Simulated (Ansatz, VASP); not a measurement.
**RuC4 in VASP and in Ansatz**

```
CELL_PARAMETERS angstrom
2.74929 0.00000 0.00000
-1.37465 2.38096 0.00000
0.00000 0.00000 8.84030
ATOMIC_POSITIONS crystal
Ru 0.00000 0.00000 0.00000
C 0.33333 0.66667 0.86586
C 0.33333 0.66667 0.37680
C 0.66667 0.33333 0.13414
C 0.66667 0.33333 0.62320
```

Change from the starting cell: species swapped into the Co4H type (P-3m1, No. 164).

Alike in both runs: task single point; functional PBE; k mesh 6 × 6 × 2; occupations gaussian, width 0.1 eV; no spin polarisation.

|  | VASP | Ansatz |
| --- | --- | --- |
| version | VASP 6.6.1 | Ansatz 0.2.0 |
| potentials or method | VASP PAW PBE potentials, release 64 (Ru_pv, C) | scalar-relativistic, plane waves, PAW |
| plane-wave cutoff (eV) | 520 | 420 |
| valence electrons in the cell | 30 | 32 |

VASP gave:

```
gap on the k mesh at the Fermi level (eV)       : none
pressure (GPa)                                  : 4.7
largest component of the traceless stress (GPa) : 3.13
rms of the force components (eV/Å)              : 1.338
```

Q: What did Ansatz give for the same quantities?

A: gap on the k mesh at the Fermi level (eV): none; pressure (GPa): 4.5; largest component of the traceless stress (GPa): 3.10; rms of the force components (eV/Å): 1.330.

Atom by atom the forces differ by 0.009 eV/Å (rms over components). A gap of «none» marks a metal or a gap that the smearing closes. The two sets of potentials don't hold the same shells in valence.

Caveats: the k mesh is coarse (spacing up to 0.44 Å⁻¹), so the values aren't converged; forces of over 1 eV/Å show positions far from the minimum, so gaps and moduli don't describe the material at rest.
